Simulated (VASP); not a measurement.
# A VASP study of MgCdSeS (SCAN): structure first, properties next, part 3 of 4

Wanted: the relaxed cell of MgCdSeS and its properties. The cell is invented: it takes the structure of a Materials Project entry for ZnCdSeS (space group 156 there), with some of its atoms replaced by other elements, volume scaled by an estimate. It may not be a known or stable phase. Left out of this account: 2 further runs (phonons: its modes failed a check; core levels: core levels are not valid at this level).

VASP 6.6.1; SCAN; plane waves and PAW (Cd, Se, S, Mg); invented cell.

So far, gap on the k-mesh (eV): step 2 (rough relaxation of the start cell) 1.88; step 3 (relaxing cell and atoms (SCAN)) 1.90. The relaxed cell has a = 4.157, c = 6.798 Å (conventional setting).

## 4. Single point with fields (SCAN)

The relaxed cell gets a fresh self-consistent run, on a basis set for its own volume, to fix the density and to check the remaining stress.

The input, INCAR:

```
SYSTEM = MgCdSeS
PREC = Accurate
ENCUT = 400
EDIFF = 1E-06
NELM = 100
ISMEAR = 0
SIGMA = 0.05
LREAL = .FALSE.
ALGO = Normal
METAGGA = SCAN
LASPH = .TRUE.
NBANDS = 19
LORBIT = 11
LWAVE = .FALSE.
LCHARG = .TRUE.
ISIF = 2
LELF = .TRUE.
LVHAR = .TRUE.
```

The input, POSCAR:

```
MgCdSeS
1.0
    4.1565674156     -0.0000000047      0.0000000000
   -2.0782842160      3.5996931508      0.0000000000
    0.0000000000      0.0000000000      6.7982148912
Cd Se S Mg
1 1 1 1
Direct
    0.0000000000      0.0000000000      0.5148580700
    0.3333333300      0.6666666700      0.3637238989
    0.0000000000      0.0000000000      0.8882208389
    0.3333333300      0.6666666700      0.9851971922
```

The input, KPOINTS:

```
Automatic mesh
0
Gamma
6 6 4
0 0 0
```

The projector-augmented-wave data sets are Cd, Se, S and Mg (PBE family, release 64).

Run with:

```bash
$ mpirun -np 2 vasp_std
```

Log:

```text
[banner, memory and clock lines left out]
running    2 mpi-ranks, on    1 nodes
 distrk:  each k-point on    2 cores,    1 groups
 distr:  one band on    1 cores,    2 groups

 POSCAR found type information on POSCAR CdSeS Mg
 POSCAR found :  4 types and       4 ions
 [... a notice as in an earlier step ...]

 LDA part: xc-table for (None), standard interpolation
|                                                                             |
|           W    W    AA    RRRRR   N    N  II  N    N   GGGG   !!!           |
|           W    W   A  A   R    R  NN   N  II  NN   N  G    G  !!!           |
|           W    W  A    A  R    R  N N  N  II  N N  N  G       !!!           |
|           W WW W  AAAAAA  RRRRR   N  N N  II  N  N N  G  GGG   !            |
|           WW  WW  A    A  R   R   N   NN  II  N   NN  G    G                |
|           W    W  A    A  R    R  N    N  II  N    N   GGGG   !!!           |
|                                                                             |
|     The number of bands has been changed from the values supplied in        |
|     The orbitals not found in the WAVECAR file will be initialized with     |
|     random numbers, which is usually adequate. For correlated               |
|     calculations, however, you should redo the groundstate calculation.     |
|     I found NBANDS = 19. Now, NBANDS = 20.                                  |
|                                                                             |

 POSCAR, INCAR and KPOINTS ok, starting setup
 FFT: planning ... GRIDC
 FFT: planning ... GRID_SOFT
 FFT: planning ... GRID
 WAVECAR not read
 entering main loop
       N       E                     dE             d eps       ncg     rms          rms(c)
DAV:   1     0.612120130400E+02    0.61212E+02   -0.10032E+04   960   0.925E+02
DAV:   2    -0.690908625592E+02   -0.13030E+03   -0.12617E+03  1116   0.233E+02
DAV:   3    -0.764418881257E+02   -0.73510E+01   -0.73234E+01  1168   0.555E+01
DAV:   4    -0.765047373707E+02   -0.62849E-01   -0.62832E-01  1152   0.529E+00
DAV:   5    -0.765054520523E+02   -0.71468E-03   -0.71467E-03  1200   0.555E-01    0.753E+00
DAV:   6    -0.695641103925E+02    0.69413E+01   -0.55136E+00  1056   0.293E+01    0.875E+00
DAV:   7    -0.695747749509E+02   -0.10665E-01   -0.57447E-01  1104   0.604E+00    0.604E+00
DAV:   8    -0.696033688910E+02   -0.28594E-01   -0.15720E-01  1032   0.332E+00    0.152E+00
DAV:   9    -0.696108351247E+02   -0.74662E-02   -0.17731E-02  1160   0.926E-01    0.207E-01
DAV:  10    -0.696107546203E+02    0.80504E-04   -0.24064E-03  1064   0.407E-01    0.158E-01
DAV:  11    -0.696108152328E+02   -0.60613E-04   -0.18421E-04  1112   0.146E-01    0.908E-02
DAV:  12    -0.696108305263E+02   -0.15293E-04   -0.92941E-05  1036   0.774E-02    0.105E-02
DAV:  13    -0.696108297346E+02    0.79170E-06   -0.40281E-06  1184   0.128E-02
   1 F= -.69610830E+02 E0= -.69610830E+02  d E =-.617517E-12
```

It took 48 s on 2 MPI ranks of AMD EPYC 9R14 (Zen 4), shared host; peak memory 0.32 GiB.

From OUTCAR (step 4):

```text
  LATTYP: Found a hexagonal cell.
 ALAT       =     4.1565674156
 C/A-ratio  =     1.6355358187

The static configuration has the point symmetry C_3v.

 Found     24 irreducible k-points:

   k-points           NKPTS =     24   k-points in BZ     NKDIM =     24   number of bands    NBANDS=     20

   ENCUT  =  400.0 eV  29.40 Ry    5.42 a.u.   6.78  6.78 11.09*2*pi/ulx,y,z

   NELECT =      26.0000    total number of electrons

 E-fermi :   1.4449

 k-point     1 :       0.0000    0.0000    0.0000
  band No.  band energies     occupation
    ...
      9      -0.4604      2.00000
     10      -0.4604      2.00000
     11       0.6489      2.00000
     12       1.2198      2.00000
     13       1.2199      2.00000
     14       3.1230      0.00000
     15       4.8767      0.00000
     16       7.9729      0.00000
     17       7.9729      0.00000
     18       8.1603      0.00000
    ...

 k-point     2 :       0.1667    0.0000    0.0000
  band No.  band energies     occupation
    ...
      9      -1.1397      2.00000
     10      -0.6137      2.00000
     11      -0.0812      2.00000
     12       0.5727      2.00000
     13       0.9857      2.00000
     14       4.1740      0.00000
     15       5.6281      0.00000
     16       7.3251      0.00000
     17       7.9453      0.00000
     18       8.3747      0.00000
    ...

  Total        0.0173135      0.0173135      0.0122583     -0.0000000      0.0000000      0.0000000
  in kB        0.2727093      0.2727094      0.1930833     -0.0000000      0.0000000      0.0000000
  external PRESSURE =       0.2461673 kB  Pullay stress =       0.0000000 kB

  energy-cutoff  :      400.00
  volume of cell :      101.72
      direct lattice vectors                 reciprocal lattice vectors
     4.156567416 -0.000000005  0.000000000     0.240583130  0.138900762  0.000000000
    -2.078284216  3.599693151  0.000000000     0.000000000  0.277801457  0.000000000
     0.000000000  0.000000000  6.798214891     0.000000000  0.000000000  0.147097439

 POSITION                                       TOTAL-FORCE (eV/Angst)
 -----------------------------------------------------------------------------------
      0.00000      0.00000      3.50012        -0.000000      0.000000      0.001548
     -0.00000      2.39980      2.47267        -0.000000     -0.000000     -0.004789
      0.00000      0.00000      6.03832         0.000000      0.000000      0.003855
     -0.00000      2.39980      6.69758        -0.000000      0.000000     -0.000614
 -----------------------------------------------------------------------------------
    total drift:                                0.000003      0.000011      0.050743

  FREE ENERGIE OF THE ION-ELECTRON SYSTEM (eV)
  ---------------------------------------------------
  free  energy   TOTEN  =       -69.6108297346 eV

  energy  without entropy=      -69.6108297346  energy(sigma->0) =      -69.61082973

 total charge
# of ion       s       p       d       tot
------------------------------------------
    1        0.431   0.328   9.570  10.329
    2        1.437   2.488   0.020   3.945
    3        1.305   2.485   0.000   3.789
    4        0.148   0.131   0.032   0.311
--------------------------------------------------
tot          3.321   5.431   9.622  18.375

[... 2 parts as in an earlier step ...]

[... 7 further parts left out ...]
```

Numbers from this step:

| Quantity | Value |
| --- | --- |
| SCF cycles | 13 |
| bands | 20 |
| free energy (TOTEN) | -69.6108 eV |
| Fermi energy | 1.445 eV |
| pressure | 0.02462 GPa |

Valence electrons inside each PAW sphere by angular momentum. Sphere charges, by row:

```
atom  s (e)  p (e)  d (e)  tot (e)
 Cd1  0.431  0.328   9.57    10.33
 Se2  1.437  2.488   0.02    3.945
  S3  1.305  2.485      0    3.789
 Mg4  0.148  0.131  0.032    0.311
```

Electrostatic potential energy in the ac plane at fractional y = 0.000, with atoms of Cd and S within 0.2 Å of it. With pseudopotentials it is smooth inside the atoms' cores, unlike the true potential.

Ten even steps from '_' (-64 eV) to '@' (5 eV), each cell a mean:
```
__..**%%@@@@@@@@@@@@@@%%==..
____==%%@@@@@@@@@@@@@@##..__
____--%%@@@@@@@@@@@@@@##..__
__..**%%@@@@@@@@@@@@@@%%--__
++**%%@@@@@@@@@@@@@@@@@@##++
%%%%@@@@@@@@@@@@@@@@@@@@@@%%
%%@@@@@@@@@@@@@@@@@@@@@@@@%%
##%%%%@@@@@@@@@@@@@@@@@@%%%%
######%%@@@@@@@@@@@@@@%%####
######%%@@@@@@@@@@@@%%######
######%%@@@@@@@@@@@@%%######
######%%@@@@@@@@@@@@%%%%####
####%%%%@@@@@@@@@@@@@@%%####
%%%%%%@@@@@@@@@@@@@@@@@@%%%%
@@@@@@@@@@@@@@@@@@@@@@@@@@@@
@@@@@@@@@@@@@@@@@@@@@@@@@@@@
@@@@@@@@@@@@@@@@@@@@@@@@@@@@
@@@@@@@@@@@@@@@@@@@@@@@@@@@@
@@@@@@@@@@@@@@@@@@@@@@@@@@@@
@@@@@@@@@@@@@@@@@@@@@@@@@@@@
@@@@@@@@@@@@@@@@@@@@@@@@@@@@
**##@@@@@@@@@@@@@@@@@@@@%%##
```
Columns run along a (4.2 Å; values clipped at the 3rd and 97th percentile), rows up along c (6.8 Å). Atoms in or near the plane, at fractional coordinates: Cd at (0.00, 0.51), S at (0.00, 0.89).

ELF in the ac plane at fractional y = 0.000, with atoms of Cd and S within 0.2 Å of it. It is the smooth field of the valence electrons, not physical close to the nuclei.

Ten even steps from '_' (0.00) to '@' (0.88), each cell a mean:
```
##%%@@@@@@**..__--##@@@@@@%%
==##@@@@@@##::__==##@@@@@@**
--**@@@@%%**..__--##@@@@%%++
##%%@@@@%%++..__::**%%@@@@##
@@@@@@%%**--____..==##%%@@@@
%%%%##++--..______::==**##%%
----::::..__________..::----
::::::....__________....::::
....::::..............::::..
____::::....::--::..::--..__
____..::..::==++==::::::____
____::::::==**##**==::::..__
..::::::--**##%%##++::::::::
--::..::==##%%%%%%**--::::::
::....::++##%%%%##**==::....
......::==**######**--......
______..--++******==::..____
________..--==++==::..______
....______..::::....____....
++==--::..__________..::==++
%%%%##**==::____..::++##%%%%
@@@@@@@@##==..__::++%%@@@@@@
```
Columns run along a (4.2 Å), rows up along c (6.8 Å). Atoms in or near the plane, at fractional coordinates: Cd at (0.00, 0.51), S at (0.00, 0.89).

Valence density in the ac plane at fractional y = 0.000, with atoms of Cd and S within 0.2 Å of it. It is the smooth field of the valence electrons, not physical close to the nuclei.

Ten steps, logarithmic in the rise over the least value, from '_' (0.0 e/Å³) to '@' (9.2 e/Å³), each cell a mean:
```
++++++==::..____....--==++++
::==++==::..____..::--==++==
__==++==::..____....--==++--
++++++--::..______..--==++++
++++==--..________..::--==++
==----::..__________..::--==
----::..____________....::--
++==--::..__________..::==++
####++--..__________::--**##
@@%%**==::....__....::++##@@
@@@@##==::..........--++%%@@
@@%%**==::::::::::::--==##%%
##**==--::::::::::::::--++**
==--::::::::::::::::::::----
::........::::::::::........
________....::::::....______
__________..........________
______________..____________
____________________________
......__________________....
----::....__________..::::--
====--::....______..::--====
```
Columns run along a (4.2 Å), rows up along c (6.8 Å). Atoms in or near the plane, at fractional coordinates: Cd at (0.00, 0.51), S at (0.00, 0.89).

In this run the pressure is 0.02 GPa, small enough to go on.

## 5. Bands along the symmetry lines (SCAN)

Levels along the symmetry lines show where the bands peak and cross; KPOINTS_OPT computes them in the converged potential.

Changes to INCAR since step 4:

```diff
@@ -11,8 +11,6 @@
 LASPH = .TRUE.
-NBANDS = 19
+NBANDS = 27
 LORBIT = 11
 LWAVE = .FALSE.
-LCHARG = .TRUE.
-ISIF = 2
-LELF = .TRUE.
-LVHAR = .TRUE.
+LCHARG = .FALSE.
+KPAR = 2
```

POSCAR is that of step 4.

KPOINTS is that of step 4.

The input, KPOINTS_OPT:

```
Line mode
16
Line-mode
Reciprocal
  0.00000000   0.00000000   0.00000000 GAMMA
  0.50000000   0.00000000   0.00000000 M

  0.50000000   0.00000000   0.00000000 M
  0.33333333   0.33333333   0.00000000 K

  0.33333333   0.33333333   0.00000000 K
  0.00000000   0.00000000   0.00000000 GAMMA

  0.00000000   0.00000000   0.00000000 GAMMA
  0.00000000   0.00000000   0.50000000 A

  0.00000000   0.00000000   0.50000000 A
  0.50000000   0.00000000   0.50000000 L

  0.50000000   0.00000000   0.50000000 L
  0.33333333   0.33333333   0.50000000 H

  0.33333333   0.33333333   0.50000000 H
  0.00000000   0.00000000   0.50000000 A

  0.50000000   0.00000000   0.50000000 L
  0.50000000   0.00000000   0.00000000 M

  0.33333333   0.33333333   0.00000000 K
  0.33333333   0.33333333   0.50000000 H
```

Run with:

```bash
$ mpirun -np 2 vasp_std
```

Log:

```text
[... set-up lines as in an earlier step ...]
 entering main loop
       N       E                     dE             d eps       ncg     rms          rms(c)
DAV:   1     0.631617735810E+02    0.63162E+02   -0.96919E+03  1296   0.684E+02
DAV:   2    -0.693166202594E+02   -0.13248E+03   -0.12606E+03  1548   0.189E+02
DAV:   3    -0.764553336465E+02   -0.71387E+01   -0.71019E+01  1575   0.436E+01
DAV:   4    -0.765048785750E+02   -0.49545E-01   -0.49532E-01  1549   0.384E+00
DAV:   5    -0.765054541174E+02   -0.57554E-03   -0.57553E-03  1550   0.403E-01    0.753E+00
DAV:   6    -0.695683533924E+02    0.69371E+01   -0.46349E+00  1439   0.217E+01    0.871E+00
DAV:   7    -0.695757697373E+02   -0.74163E-02   -0.51383E-01  1447   0.446E+00    0.600E+00
DAV:   8    -0.696029907687E+02   -0.27221E-01   -0.13348E-01  1422   0.234E+00    0.154E+00
DAV:   9    -0.696107461733E+02   -0.77554E-02   -0.14698E-02  1518   0.664E-01    0.226E-01
DAV:  10    -0.696107624036E+02   -0.16230E-04   -0.19983E-03  1491   0.295E-01    0.171E-01
DAV:  11    -0.696108075862E+02   -0.45183E-04   -0.14303E-04  1492   0.103E-01    0.102E-01
DAV:  12    -0.696108297490E+02   -0.22163E-04   -0.69464E-05  1359   0.501E-02    0.103E-02
DAV:  13    -0.696108288459E+02    0.90316E-06   -0.29034E-06  1602   0.851E-03
   1 F= -.69610829E+02 E0= -.69610829E+02  d E =-.537286E-13
 Start KPOINTS_OPT (optional k-point list driver)
k-point batch [1-24\144]
       N       E                     dE             ncg
DAV:   1     0.332275580222E+03   -0.10731E+05     1296
DAV:   2    -0.276548815126E+04   -0.30978E+04     1543
DAV:   3    -0.292668496651E+04   -0.16120E+03     1628
DAV:   4    -0.292783805424E+04   -0.11531E+01     1554
DAV:   5    -0.292785118031E+04   -0.13126E-01     1611
DAV:   6    -0.292785142780E+04   -0.24749E-03     1567
DAV:   7    -0.292785143353E+04   -0.57253E-05     1569
DAV:   8    -0.292785143367E+04   -0.14103E-06     1079
[...]
k-point batch [121-144\144]
       N       E                     dE             ncg
DAV:   1     0.118816363645E+03   -0.17395E+05     1304
DAV:   2    -0.288303164521E+04   -0.30018E+04     1603
DAV:   3    -0.303066784862E+04   -0.14764E+03     1586
DAV:   4    -0.303164649885E+04   -0.97865E+00     1533
DAV:   5    -0.303165809342E+04   -0.11595E-01     1564
DAV:   6    -0.303165830589E+04   -0.21247E-03     1541
DAV:   7    -0.303165831045E+04   -0.45643E-05     1543
DAV:   8    -0.303165831058E+04   -0.12424E-06     1029
```

Wall time 3.5 min (2 MPI ranks); peak memory 0.4 GiB.

Parts of OUTCAR (step 5):

```text
   k-points           NKPTS =     24   k-points in BZ     NKDIM =     24   number of bands    NBANDS=     27

   NELECT =      26.0000    total number of electrons

 E-fermi :   1.4582

 k-point     1 :       0.0000    0.0000    0.0000
  band No.  band energies     occupation
    ...
      9      -0.4604      2.00000
     10      -0.4604      2.00000
     11       0.6490      2.00000
     12       1.2199      2.00000
     13       1.2199      2.00000
     14       3.1230      0.00000
     15       4.8767      0.00000
     16       7.9729      0.00000
     17       7.9729      0.00000
     18       8.1603      0.00000
    ...

  Total        0.0152650      0.0152650      0.0098045     -0.0000000      0.0000000     -0.0000000
  in kB        0.2404438      0.2404438      0.1544325     -0.0000000      0.0000000     -0.0000000
  external PRESSURE =       0.2117734 kB  Pullay stress =       0.0000000 kB

 POSITION                                       TOTAL-FORCE (eV/Angst)
 -----------------------------------------------------------------------------------
      0.00000      0.00000      3.50012         0.000000      0.000000      0.001445
     -0.00000      2.39980      2.47267         0.000000     -0.000000     -0.004674
      0.00000      0.00000      6.03832        -0.000000     -0.000000      0.003860
     -0.00000      2.39980      6.69758        -0.000000     -0.000000     -0.000632
 -----------------------------------------------------------------------------------
    total drift:                                0.000003      0.000011      0.050745

  FREE ENERGIE OF THE ION-ELECTRON SYSTEM (eV)
  ---------------------------------------------------
  free  energy   TOTEN  =       -69.6108288459 eV

  energy  without entropy=      -69.6108288459  energy(sigma->0) =      -69.61082885

[... 7 parts as in an earlier step ...]

[... 9 further parts left out ...]
```

Spin-orbit coupling is off here; it would split degenerate levels, and it lifts a valence top of Se p states by about 0.1 eV.

This step gave:

| Property | Result |
| --- | --- |
| bands | 27 |
| Fermi energy | 1.458 eV |
| pressure | 0.02118 GPa |
| least gap on mesh and path | 1.902 eV |
| least direct gap on mesh and path | 1.903 eV |

Electronic bands along the path, in eV, zero at the valence-band top; v1 is the highest filled band, c1 the lowest empty one:

```
          point     v4     v3     v2     v1    c1    c2    c3    c4
              Γ  -1.68  -0.57   0.00   0.00  1.90  3.66  6.75  6.75
0.53 of the way  -2.23  -2.01  -0.94  -0.49  3.67  4.46  5.79  6.50
              M  -2.86  -2.26  -1.68  -0.83  3.88  4.29  4.94  6.87
0.53 of the way  -2.87  -2.56  -1.78  -1.44  4.40  4.97  5.21  6.63
              K  -3.33  -2.35  -1.96  -1.88  4.21  5.45  6.16  6.67
0.53 of the way  -2.38  -1.95  -0.97  -0.67  3.85  5.07  5.73  5.96
              Γ  -1.68  -0.57   0.00   0.00  1.90  3.66  6.75  6.75
0.53 of the way  -1.65  -1.46  -0.04  -0.04  2.73  3.78  6.46  6.76
              A  -1.62  -1.62  -0.08  -0.08  3.33  3.91  6.11  6.83
0.53 of the way  -1.89  -1.76  -1.52  -0.67  3.95  4.52  5.32  6.43
              L  -2.09  -1.77  -1.50  -1.09  3.32  4.00  5.00  6.05
0.47 of the way  -2.52  -1.93  -1.42  -1.38  3.73  4.52  5.38  6.44
              H  -3.04  -2.38  -1.41  -1.35  4.15  5.00  5.40  6.36
0.47 of the way  -2.18  -1.67  -1.52  -1.12  4.14  4.89  5.87  5.96
              A  -1.62  -1.62  -0.08  -0.08  3.33  3.91  6.11  6.83
      jump to L  -2.09  -1.77  -1.50  -1.09  3.32  4.00  5.00  6.05
0.53 of the way  -2.44  -2.19  -1.48  -0.94  3.44  4.24  5.27  6.47
              M  -2.86  -2.26  -1.68  -0.83  3.88  4.29  4.94  6.87
      jump to K  -3.33  -2.35  -1.96  -1.88  4.21  5.45  6.16  6.67
0.53 of the way  -3.23  -2.12  -1.81  -1.61  4.71  4.74  5.46  6.60
              H  -3.04  -2.38  -1.41  -1.35  4.15  5.00  5.40  6.36
```

Of the projections kept (Cd, Se, S, Mg), the largest for each band there; the rest of the weight can lie on other orbitals:

```
point      v4       v3       v2       v1       c1       c2       c3       c4
    Γ  S 0.90  Se 0.43  Se 0.80  Se 0.80  Cd 0.38  Cd 0.34  Cd 0.46  Cd 0.46
    M  S 0.43   S 0.78  Se 0.54  Se 0.69  Cd 0.57  Mg 0.29  Cd 0.37  Cd 0.53
    K  S 0.73   S 0.71  Se 0.79  Se 0.54  Cd 0.53  Cd 0.47   S 0.52   S 0.49
    Γ  S 0.90  Se 0.43  Se 0.80  Se 0.80  Cd 0.38  Cd 0.34  Cd 0.46  Cd 0.46
    A  S 0.93   S 0.93  Se 0.82  Se 0.82  Cd 0.48  Mg 0.41  Cd 0.36  Mg 0.44
    L  S 0.90  Se 0.44  Se 0.45  Se 0.79  Cd 0.53  Cd 0.44  Cd 0.47  Cd 0.40
```

The path finds the gap of the mesh within 0.02 eV, so the mesh comes close to both band edges.

[end of part 3 of 4]

[Lines on the potential files, build, host, timing and source positions are cut from VASP's logs without a mark.]

[Logs are printed without paths, hosts, clocks, repeated set-up lines and the standing remarks that a program may print on its own settings, such as how far it seeks lower states.]

[Hosts, paths, dates, database ids (printed as entryN), source tags and the programs' standing remarks are cut or masked in the printed files.]

[A measured line is paired with the nearest computed mode of its activity, which favours agreement.]
